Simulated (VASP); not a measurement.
## HfHg: single point with PBEsol

HfHg:

```
Hf Hg
1.0
     3.43731    0.00000    0.00000
     0.00000    3.43731    0.00000
     0.00000    0.00000    3.43731
Hf Hg
1 1
Direct
  0.00000 0.00000 0.00000
  0.53491 0.50000 0.50000
```

The cell comes from a database or a generator and needn't be the stable form of this composition.

The cell isn't the ideal one: atom 2 (Hg) moved 0.12 Å along x.

| Quantity | Value |
| --- | --- |
| Program | VASP 6.6.1 |
| Task | single point |
| Functional | PBEsol |
| Potentials or basis | VASP PAW PBE potentials, release 64 (Hf_pv, Hg) |
| Cutoff | 520 eV |
| k mesh | 10 × 10 × 10 |
| Occupations | gaussian, width 0.05 eV |
| Spin | no spin polarisation |
| Dipole correction | no |
| Further INCAR settings | ALGO = Fast; EDIFF = 1e-06; NBANDS = 18 |

| Property | Result |
| --- | --- |
| Pressure | 0.4 GPa |
| Largest force | 0.380 eV/Å |
| Band gap on the k mesh | none (metal or under the smearing width) |

Forces in eV/Å, atoms in the order of the input:
```
Hf   0.380  0.000  0.000
Hg  -0.380  0.000  0.000
```

Stress tensor (GPa, compression positive):
```
0.18 0.00 0.00
0.00 0.47 0.00
0.00 0.00 0.47
```

Levels at points of the mesh, in eV from the Fermi level:
```
           k point  band 7  band 8  band 9  band 10  band 11  band 12  band 13  band 14  band 15  band 16
(0.00, 0.00, 0.00)   -7.45   -7.43   -7.43    -0.24    -0.15     3.67     3.67     3.72     5.05     5.05
(0.50, 0.00, 0.00)   -7.61   -7.32   -5.37    -5.00    -0.74     0.57     0.57     3.29     4.66    10.14
(0.00, 0.50, 0.00)   -7.62   -7.31   -5.20    -5.18    -0.74     0.58     0.62     3.31     4.63    10.09
(0.50, 0.50, 0.00)   -7.87   -6.80   -4.67    -1.10    -1.05     0.10     2.79     2.81     4.74     6.11
(0.00, 0.50, 0.50)   -7.85   -6.80   -4.72    -1.04    -1.04     0.00     2.75     2.75     4.75     6.15
(0.50, 0.50, 0.50)   -6.78   -6.78   -2.82    -2.74    -2.74    -1.03     4.90     4.90     5.74     5.82
```

Run time: 76 s on 1 thread of Intel(R) Xeon(R) Platinum 8259CL CPU @ 2.50GHz (Skylake/Cascade Lake), on a shared host, peak memory 0.23 GiB.

Caveat: the PAW data sets were made with another functional, which shifts forces and pressure a little. Spin-orbit coupling is left out, which matters for the levels of Hf, Hg.
